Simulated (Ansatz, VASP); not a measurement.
# HfTeSe in two plane-wave programs

Aim: how closely do two programs agree when they are given the same cell, functional and k mesh? The cell is taken from a series of runs on this material, whose earlier steps may have relaxed, scaled, displaced or heated it; both programs get it as it stands.

Calculated with Ansatz 0.2.0; plane waves, with VASP 6.6.1 beside it; PBEsol.

## Step 1: Set-up

The cell holds 3 atoms: 1 Hf, 1 Se and 1 Te. Cell: a = 3.906 Å, b = 3.906 Å, c = 30.000 Å, α = 90.0°, β = 90.0°, γ = 120.0°. Vacuum lies along c.

Structure file:

```cif
data_structure
_symmetry_space_group_name_H-M 'P 1'
_symmetry_Int_Tables_number 1
_cell_length_a 3.9065
_cell_length_b 3.9065
_cell_length_c 30.0000
_cell_angle_alpha 90.000
_cell_angle_beta 90.000
_cell_angle_gamma 120.000
_cell_volume 396.48
loop_
_atom_site_label
_atom_site_type_symbol
_atom_site_fract_x
_atom_site_fract_y
_atom_site_fract_z
_atom_site_occupancy
Hf1 Hf 0.00000 0.00000 0.33653 1
Se2 Se 0.33333 0.66667 0.38398 1
Te3 Te 0.66667 0.33333 0.27615 1
```

## Step 2: VASP: zone-centre phonons, PBEsol

Second derivatives magnify differences that forces hide, and they need a tight electronic threshold.

Lines of VASP's logs that name or quote its potential files are left out, and so is its time.

The input, INCAR:

```
SYSTEM = HfTeSe
PREC = Accurate
ENCUT = 500
EDIFF = 1E-08
NELM = 120
ISMEAR = 1
SIGMA = 0.2
LREAL = .FALSE.
ALGO = Normal
GGA = PS
NBANDS = 17
LASPH = .TRUE.
LORBIT = 11
LWAVE = .FALSE.
LCHARG = .FALSE.
ISIF = 2
IBRION = 8
GGA_COMPAT = .FALSE.
NELMDL = -8
KPAR = 2
```

The input, POSCAR:

```
HfTeSe
1.0
    3.9064760388      0.0000000000      0.0000000000
   -1.9532380194      3.3831074889      0.0000000000
    0.0000000000      0.0000000000     30.0000000000
Hf Se Te
1 1 1
Direct
    0.0000000000      0.0000000000      0.3365299744
    0.3333333333      0.6666666667      0.3839843405
    0.6666666667      0.3333333333      0.2761523518
```

The input, KPOINTS:

```
Automatic mesh
0
Gamma
12 12 1
0 0 0
```

The projector-augmented-wave data sets are Hf_pv, Se and Te (PBE family, release 64).

Run with:

```bash
mpirun -np 2 vasp_std
```

Numbers of over 12 decimals in the logs are rounded to 6 here.

The log of the run:

```text
[banner, memory and clock lines left out]
running    2 mpi-ranks, on    1 nodes
 distrk:  each k-point on    1 cores,    2 groups
 distr:  one band on    1 cores,    1 groups

 POSCAR found type information on POSCAR HfSeTe
 POSCAR found :  3 types and       3 ions
|                                                                             |
|               ----> ADVICE to this user running VASP <----                  |
|                                                                             |
|     You enforced a specific xc type in the INCAR file but a different       |
|     [... a line on the potential file left out ...]
|     I HOPE YOU KNOW WHAT YOU ARE DOING!                                     |
|                                                                             |

 LDA part: xc-table for (Slater+PW92), standard interpolation
 POSCAR, INCAR and KPOINTS ok, starting setup
 FFT: planning ... GRIDC
 FFT: planning ... GRID_SOFT
 FFT: planning ... GRID
 WAVECAR not read
 entering main loop
       N       E                     dE             d eps       ncg     rms          rms(c)
DAV:   1     0.102132036235E+03    0.10213E+03   -0.86340E+03   806   0.867E+02
DAV:   2    -0.978620806587E+01   -0.11192E+03   -0.11007E+03   866   0.149E+02
DAV:   3    -0.219748779949E+02   -0.12189E+02   -0.12145E+02   966   0.501E+01
DAV:   4    -0.222173024343E+02   -0.24242E+00   -0.24219E+00  1019   0.840E+00
DAV:   5    -0.222191999595E+02   -0.18975E-02   -0.18970E-02   987   0.683E-01
DAV:   6    -0.222192546104E+02   -0.54651E-04   -0.54649E-04  1044   0.892E-02
DAV:   7    -0.222192552225E+02   -0.61203E-06   -0.61198E-06   971   0.956E-03
DAV:   8    -0.222192552411E+02   -0.18583E-07   -0.18318E-07  1044   0.132E-03    0.435E+01
DAV:   9    -0.210779374675E+02    0.11413E+01   -0.35660E+00   737   0.823E+00    0.315E+01
DAV:  10    -0.210236194365E+02    0.54318E-01   -0.16023E+00   828   0.681E+00    0.920E+00
DAV:  11    -0.209620498306E+02    0.61570E-01   -0.26001E-01   848   0.287E+00    0.144E+00
DAV:  12    -0.209597993248E+02    0.22505E-02   -0.35566E-02   913   0.990E-01    0.276E-01
DAV:  13    -0.209595707257E+02    0.22860E-03   -0.27485E-03   874   0.288E-01    0.190E-01
DAV:  14    -0.209593875535E+02    0.18317E-03   -0.38706E-04   930   0.103E-01    0.144E-01
[...]
DAV:  24    -0.209599961249E+02   -0.61285E-05   -0.11947E-07   781   0.830E-04    0.995E-04
DAV:  26    -0.209600021528E+02   -0.12698E-05   -0.12316E-08   721   0.311E-04    0.448E-04
DAV:  27    -0.209600032337E+02   -0.10809E-05   -0.19262E-08   675   0.374E-04    0.238E-04
DAV:  28    -0.209600033418E+02   -0.10806E-06    0.30678E-10   795   0.102E-04    0.123E-04
DAV:  29    -0.209600034498E+02   -0.10797E-06    0.20226E-10   627   0.752E-05    0.412E-05
DAV:  30    -0.209600034709E+02   -0.21128E-07    0.76825E-10   680   0.336E-05    0.194E-05
DAV:  31    -0.209600034852E+02   -0.14338E-07    0.79067E-10   610   0.252E-05    0.970E-06
DAV:  32    -0.209600034862E+02   -0.94929E-09    0.87436E-10   487   0.793E-06
   1 F= -.20960003E+02 E0= -.20960171E+02  d E =0.502747E-03
 Linear response reoptimize wavefunctions to high precision
DAV:   1    -0.209600034878E+02   -0.15930E-08    0.86117E-10   608   0.636E-06
DAV:   2    -0.209600034877E+02    0.40927E-10    0.86419E-10   407   0.195E-06
 Linear response DOF=           6
 Linear response progress:
  Degree of freedom:   1/  6
       N       E                     dE             d eps       ncg     rms          rms(c)
RMM:   1    -0.217646179159E+00   -0.21765E+00    0.44244E+00  2668   0.131E+01
RMM:   2    -0.225091366877E+00   -0.74452E-02   -0.40805E-02  3846   0.129E+00    0.521E-01
RMM:   3    -0.224722988686E+00    0.36838E-03   -0.22197E-03  5441   0.226E-01    0.177E-01
RMM:   4    -0.224387667483E+00    0.33532E-03   -0.20367E-04  5518   0.724E-02    0.134E-01
RMM:   5    -0.224033366386E+00    0.35430E-03   -0.45925E-05  5275   0.427E-02    0.934E-03
RMM:   6    -0.224012916907E+00    0.20449E-04   -0.42553E-06  5804   0.117E-02    0.777E-03
RMM:   7    -0.224018506628E+00   -0.55897E-05   -0.32653E-06  5706   0.473E-03    0.685E-03
RMM:   8    -0.224016229753E+00    0.22769E-05   -0.28305E-07  6072   0.151E-03    0.182E-03
RMM:   9    -0.224015826034E+00    0.40372E-06   -0.27542E-07  6266   0.623E-04    0.218E-04
RMM:  10    -0.224015752046E+00    0.73988E-07   -0.59266E-08  6326   0.267E-04    0.160E-04
RMM:  11    -0.224015808823E+00   -0.56777E-07   -0.81525E-08  6285   0.131E-04    0.192E-05
RMM:  12    -0.224015795825E+00    0.12997E-07   -0.13094E-08  5874   0.803E-05    0.895E-05
RMM:  13    -0.224015782942E+00    0.12883E-07   -0.10076E-08  6204   0.489E-05    0.471E-05
RMM:  14    -0.224015765814E+00    0.17128E-07   -0.81002E-09  6047   0.345E-05    0.714E-06
RMM:  15    -0.224015766529E+00   -0.71504E-09   -0.66713E-09  5360   0.260E-05    0.799E-06
 first order change of Fermi-energy  -0.34790E-03
 force on displaced ion       1 direction 1 :  -3.414   0.000   0.000
 Linear response progress:
  Degree of freedom:   2/  6
       N       E                     dE             d eps       ncg     rms          rms(c)
RMM:   1    -0.262130437543E+00   -0.26213E+00    0.46036E+00   690   0.132E+01
RMM:   2    -0.270314485802E+00   -0.81840E-02   -0.41467E-02   981   0.128E+00    0.514E-01
[...]
first order change of Fermi-energy   0.15742E+01
 force on displaced ion       1 direction 3 :  -0.000   0.000 -13.115
 Linear response progress:
  Degree of freedom:   3/  6
       N       E                     dE             d eps       ncg     rms          rms(c)
RMM:   1    -0.807027833874E-01   -0.80703E-01    0.93981E-02  6279   0.142E+00
RMM:   2    -0.812976656424E-01   -0.59488E-03   -0.28228E-03  4484   0.251E-01    0.388E-01
RMM:   3    -0.814826350754E-01   -0.18497E-03   -0.42858E-04  4490   0.983E-02    0.250E-01
RMM:   4    -0.819887381108E-01   -0.50610E-03   -0.28511E-04  4315   0.817E-02    0.320E-02
RMM:   5    -0.818286397873E-01    0.16010E-03   -0.25724E-05  4342   0.244E-02    0.184E-02
RMM:   6    -0.818163677718E-01    0.12272E-04   -0.34755E-06  4971   0.828E-03    0.641E-03
RMM:   7    -0.818324741639E-01   -0.16106E-04   -0.60627E-07  4367   0.382E-03    0.240E-03
RMM:   8    -0.818280826972E-01    0.43915E-05   -0.41966E-08  4860   0.118E-03    0.169E-03
RMM:   9    -0.818279853844E-01    0.97313E-07    0.65437E-09  4990   0.367E-04    0.103E-03
RMM:  10    -0.818266672905E-01    0.13181E-05    0.66100E-10  4193   0.351E-04    0.416E-04
RMM:  11    -0.818263608975E-01    0.30639E-06   -0.37025E-09  4718   0.110E-04    0.577E-05
RMM:  12    -0.818263793411E-01   -0.18444E-07    0.49827E-09  5425   0.424E-05    0.590E-05
RMM:  13    -0.818263843170E-01   -0.49759E-08    0.91929E-09  4929   0.157E-05    0.173E-05
 first order change of Fermi-energy   0.13629E-03
 force on displaced ion       2 direction 1 :  -4.300   0.001   0.001
 Linear response progress:
  Degree of freedom:   4/  6
       N       E                     dE             d eps       ncg     rms          rms(c)
RMM:   1    -0.113699041791E+00   -0.11370E+00    0.93235E-02  1588   0.137E+00
RMM:   2    -0.113782554453E+00   -0.83513E-04   -0.20390E-03  1148   0.208E-01    0.347E-01
RMM:   3    -0.113658420176E+00    0.12413E-03   -0.44535E-04  1182   0.918E-02    0.219E-01
RMM:   4    -0.113758217890E+00   -0.99798E-04   -0.14288E-04  1166   0.468E-02    0.253E-02
RMM:   5    -0.113724038191E+00    0.34180E-04   -0.10769E-05  1103   0.141E-02    0.130E-02
RMM:   6    -0.113704077220E+00    0.19961E-04   -0.10482E-06  1187   0.468E-03    0.765E-03
RMM:   7    -0.113693155621E+00    0.10922E-04   -0.36588E-07  1181   0.252E-03    0.122E-03
RMM:   8    -0.113697542279E+00   -0.43867E-05   -0.64709E-08  1154   0.904E-04    0.110E-03
RMM:   9    -0.113698304542E+00   -0.76226E-06   -0.41993E-08  1154   0.586E-04    0.194E-04
RMM:  10    -0.113696895379E+00    0.14092E-05    0.30105E-09  1118   0.250E-04    0.201E-04
RMM:  11    -0.113696323979E+00    0.57140E-06   -0.20727E-08  1200   0.303E-04    0.171E-04
RMM:  12    -0.113696499637E+00   -0.17566E-06   -0.68944E-09  1157   0.666E-05    0.116E-04
RMM:  13    -0.113696542367E+00   -0.42730E-07    0.35913E-09  1256   0.147E-04    0.510E-05
RMM:  14    -0.113696524757E+00    0.17609E-07    0.37083E-09  1223   0.415E-05    0.350E-05
RMM:  15    -0.113696524287E+00    0.47087E-09    0.31687E-09  1230   0.500E-05    0.135E-05
 first order change of Fermi-energy  -0.10874E+01
 force on displaced ion       2 direction 3 :  -0.000   0.000  -7.408
 Linear response progress:
  Degree of freedom:   5/  6
       N       E                     dE             d eps       ncg     rms          rms(c)
RMM:   1    -0.424888485570E-01   -0.42489E-01    0.38894E-02  6202   0.917E-01
RMM:   2    -0.435375733565E-01   -0.10487E-02   -0.18966E-03  4734   0.206E-01    0.257E-01
RMM:   3    -0.436335518655E-01   -0.95979E-04   -0.20867E-04  4402   0.741E-02    0.160E-01
RMM:   4    -0.438494807633E-01   -0.21593E-03   -0.85919E-05  4373   0.493E-02    0.109E-02
RMM:   5    -0.438224014740E-01    0.27079E-04   -0.54806E-06  4617   0.123E-02    0.655E-03
RMM:   6    -0.438095085794E-01    0.12893E-04   -0.90164E-07  4569   0.499E-03    0.239E-03
RMM:   7    -0.438102476112E-01   -0.73903E-06   -0.26540E-08  4866   0.146E-03    0.170E-03
RMM:   8    -0.438084104575E-01    0.18372E-05   -0.18830E-08  4542   0.589E-04    0.533E-04
RMM:   9    -0.438086915814E-01   -0.28112E-06   -0.22856E-09  4917   0.200E-04    0.267E-04
RMM:  10    -0.438087467034E-01   -0.55122E-07   -0.96898E-09  4809   0.828E-05    0.715E-05
RMM:  11    -0.438087006853E-01    0.46018E-07    0.83800E-09  4962   0.268E-05    0.228E-05
RMM:  12    -0.438086838763E-01    0.16809E-07   -0.10526E-09  4783   0.143E-05    0.482E-06
RMM:  13    -0.438086798122E-01    0.40641E-08   -0.30004E-09  4884   0.854E-06    0.974E-07
 first order change of Fermi-energy   0.19288E-03
 force on displaced ion       3 direction 1 :  -2.836  -0.000  -0.001
 Linear response progress:
  Degree of freedom:   6/  6
       N       E                     dE             d eps       ncg     rms          rms(c)
RMM:   1    -0.773795144094E-01   -0.77380E-01    0.57199E-02  1562   0.952E-01
RMM:   2    -0.777554960491E-01   -0.37598E-03   -0.23233E-03  1220   0.233E-01    0.448E-01
RMM:   3    -0.776623467160E-01    0.93149E-04   -0.28240E-04  1111   0.846E-02    0.275E-01
RMM:   4    -0.777134859080E-01   -0.51139E-04   -0.86336E-05  1115   0.431E-02    0.473E-02
RMM:   5    -0.777026725609E-01    0.10813E-04   -0.12774E-05  1118   0.180E-02    0.131E-02
RMM:   6    -0.776902194369E-01    0.12453E-04   -0.13610E-06  1122   0.582E-03    0.703E-03
RMM:   7    -0.776847152262E-01    0.55042E-05   -0.43304E-07  1207   0.279E-03    0.291E-03
RMM:   8    -0.776896133721E-01   -0.48981E-05   -0.25142E-08  1127   0.127E-03    0.211E-03
RMM:   9    -0.776906566742E-01   -0.10433E-05   -0.44192E-09  1220   0.465E-04    0.126E-03
RMM:  10    -0.776907262455E-01   -0.69571E-07   -0.15852E-08  1138   0.414E-04    0.349E-04
RMM:  11    -0.776917995620E-01   -0.10733E-05   -0.30938E-09  1133   0.221E-04    0.168E-04
RMM:  12    -0.776923221799E-01   -0.52262E-06   -0.18781E-09  1183   0.165E-04    0.139E-04
RMM:  13    -0.776931607361E-01   -0.83856E-06   -0.16375E-08  1253   0.289E-04    0.950E-05
RMM:  14    -0.776932214733E-01   -0.60737E-07    0.78627E-09  1255   0.851E-05    0.230E-05
RMM:  15    -0.776932702445E-01   -0.48771E-07   -0.17255E-08  1255   0.504E-05    0.261E-05
RMM:  16    -0.776932586724E-01    0.11572E-07    0.26011E-08  1254   0.417E-05    0.279E-05
RMM:  17    -0.776932563269E-01    0.23455E-08    0.12766E-08  1201   0.241E-05    0.193E-05
 first order change of Fermi-energy  -0.48859E+00
 force on displaced ion       3 direction 3 :   0.000  -0.000  -8.342
 Linear response finished
```

OUTCAR, selected parts (step 2):

```text
ion  position               nearest neighbor table
   1  0.000  0.000  0.337-   2 2.67   2 2.67   2 2.67   3 2.89   3 2.89   3 2.89
   2  0.333  0.667  0.384-   1 2.67   1 2.67   1 2.67
   3  0.667  0.333  0.276-   1 2.89   1 2.89   1 2.89

  LATTYP: Found a hexagonal cell.
 ALAT       =     3.9064760388
 C/A-ratio  =     7.6795556154

 Subroutine GETGRP returns: Found  6 space group operations
 (whereof  6 operations were pure point group operations)

The static configuration has the point symmetry C_3v.

 Found     19 irreducible k-points:

   k-points           NKPTS =     19   k-points in BZ     NKDIM =     19   number of bands    NBANDS=     17

   dimension x,y,z NGX =    28 NGY =   28 NGZ =  224
   dimension x,y,z NGXF=    56 NGYF=   56 NGZF=  448

   ENCUT  =  500.0 eV  36.75 Ry    6.06 a.u.   7.12  7.12 54.70*2*pi/ulx,y,z

   NELECT =      22.0000    total number of electrons

 k-points in reciprocal lattice and weights: Automatic mesh
   0.00000000  0.00000000  0.00000000       0.007
   0.08333333  0.00000000  0.00000000       0.042
   0.16666667  0.00000000  0.00000000       0.042
   0.25000000  0.00000000  0.00000000       0.042
   0.33333333 -0.00000000  0.00000000       0.042
   0.41666667  0.00000000  0.00000000       0.042
   0.50000000  0.00000000  0.00000000       0.021
   0.08333333  0.08333333  0.00000000       0.042
   0.16666667  0.08333333  0.00000000       0.083
[...]
0.33333333  0.25000000  0.00000000       0.083
   0.33333333  0.33333333  0.00000000       0.014

 average (electrostatic) potential at core
       1 -46.1500       2 -61.0274       3 -96.5541

  Total       -1.5265378     -1.5265378     -0.0777319     -0.0000000      0.0000000      0.0000000
  in kB       -6.1687325     -6.1687325     -0.3141142     -0.0000000      0.0000000      0.0000000
  external PRESSURE =      -4.2171931 kB  Pullay stress =       0.0000000 kB

  energy-cutoff  :      500.00
  volume of cell :      396.48
      direct lattice vectors                 reciprocal lattice vectors
     3.906476039  0.000000000  0.000000000     0.255985187  0.147793117  0.000000000
    -1.953238019  3.383107489  0.000000000     0.000000000  0.295586233  0.000000000
     0.000000000  0.000000000 30.000000000     0.000000000  0.000000000  0.033333333

 POSITION                                       TOTAL-FORCE (eV/Angst)
 -----------------------------------------------------------------------------------
      0.00000      0.00000     10.09590        -0.000000      0.000000      0.015336
     -0.00000      2.25540     11.51953        -0.000000      0.000000     -0.030625
      1.95324      1.12770      8.28457         0.000000      0.000000      0.015289
 -----------------------------------------------------------------------------------
    total drift:                               -0.000000      0.000000      0.000264

 Eigenvectors and eigenvalues of the dynamical matrix
 ----------------------------------------------------

   1 f  =    5.897591 THz    37.055655 2PiTHz  196.722448 cm-1    24.390464 meV
             X         Y         Z           dx          dy          dz
      0.000000  0.000000 10.095899    -0.000000   -0.000000   -0.693805
     -0.000000  2.255405 11.519530    -0.000000    0.000000    0.650599
      1.953238  1.127702  8.284571     0.000000   -0.000000    0.308797

   2 f  =    4.699367 THz    29.526993 2PiTHz  156.754006 cm-1    19.435011 meV
             X         Y         Z           dx          dy          dz
      0.000000  0.000000 10.095899    -0.000000   -0.000000    0.234640
     -0.000000  2.255405 11.519530    -0.000000    0.000000    0.609606
      1.953238  1.127702  8.284571     0.000000    0.000000   -0.757182

   3 f  =    4.093261 THz    25.718716 2PiTHz  136.536483 cm-1    16.928359 meV
             X         Y         Z           dx          dy          dz
      0.000000  0.000000 10.095899     0.000002    0.329127    0.000000
     -0.000000  2.255405 11.519530    -0.000006   -0.891206    0.000000
      1.953238  1.127702  8.284571     0.000002    0.312134    0.000000

   4 f  =    4.093261 THz    25.718716 2PiTHz  136.536483 cm-1    16.928359 meV
             X         Y         Z           dx          dy          dz
      0.000000  0.000000 10.095899     0.329127   -0.000002   -0.000000
     -0.000000  2.255405 11.519530    -0.891206    0.000006   -0.000000
      1.953238  1.127702  8.284571     0.312134   -0.000002    0.000000

   5 f  =    2.581444 THz    16.219693 2PiTHz   86.107713 cm-1    10.675991 meV
             X         Y         Z           dx          dy          dz
      0.000000  0.000000 10.095899    -0.000017    0.655115   -0.000000
     -0.000000  2.255405 11.519530     0.000001   -0.022559   -0.000000
      1.953238  1.127702  8.284571     0.000020   -0.755192   -0.000000

   6 f  =    2.581444 THz    16.219693 2PiTHz   86.107713 cm-1    10.675991 meV
             X         Y         Z           dx          dy          dz
      0.000000  0.000000 10.095899    -0.655115   -0.000017    0.000000
     -0.000000  2.255405 11.519530     0.022559    0.000001   -0.000000
      1.953238  1.127702  8.284571     0.755192    0.000020    0.000000

   7 f/i=    0.000342 THz     0.002147 2PiTHz    0.011399 cm-1     0.001413 meV
             X         Y         Z           dx          dy          dz
      0.000000  0.000000 10.095899     0.000000    0.000000    0.680866
     -0.000000  2.255405 11.519530     0.000000    0.000000    0.452880
      1.953238  1.127702  8.284571     0.000000    0.000000    0.575604

   8 f/i=    0.002902 THz     0.018235 2PiTHz    0.096808 cm-1     0.012003 meV
             X         Y         Z           dx          dy          dz
      0.000000  0.000000 10.095899    -0.151315    0.663026   -0.000000
     -0.000000  2.255405 11.519530    -0.100800    0.441682   -0.000000
      1.953238  1.127702  8.284571    -0.128252    0.561968   -0.000000

   9 f/i=    0.002902 THz     0.018235 2PiTHz    0.096808 cm-1     0.012003 meV
             X         Y         Z           dx          dy          dz
      0.000000  0.000000 10.095899    -0.663026   -0.151315    0.000000
     -0.000000  2.255405 11.519530    -0.441682   -0.100800    0.000000
      1.953238  1.127702  8.284571    -0.561968   -0.128252    0.000000

 ELASTIC MODULI CONTR FROM IONIC RELAXATION (kBar)
 Direction    XX          YY          ZZ          XY          YZ          ZX
 --------------------------------------------------------------------------------
 XX         -81.6040    -52.4880   -114.1250      0.0000     40.6452     -0.0000
 YY         -52.4880    -81.6040   -114.1250     -0.0000    -40.6452      0.0000
 ZZ        -114.1250   -114.1250   -199.3004     -0.0000     -0.0000      0.0000
 XY           0.0000     -0.0000     -0.0000    -14.5580     -0.0000     37.1627
 YZ          40.6452    -40.6452     -0.0000     -0.0000   -116.9605      0.0000
 ZX          -0.0000      0.0000      0.0000     37.1627      0.0000    -95.7099
 --------------------------------------------------------------------------------
```

The gap is under twice the smearing width, so the edge states are partly filled and the run can't tell a small gap from a semimetal. Harder data sets than Hf_pv exist (the GW ones), and pressures, volumes and forces can shift noticeably with them. Methfessel-Paxton smearing is not meant for a cell with a gap.

(Part 1 of 2 ends here.)

[Lines on the potential files, build, host, timing and source positions are cut from VASP's logs without a mark.]

[Logs are printed without paths, hosts, clocks, repeated set-up lines and the standing remarks that a program may print on its own settings, such as how far it seeks lower states.]

[Hosts, paths, dates, database ids (printed as entryN), source tags and the programs' standing remarks are cut or masked in the printed files.]
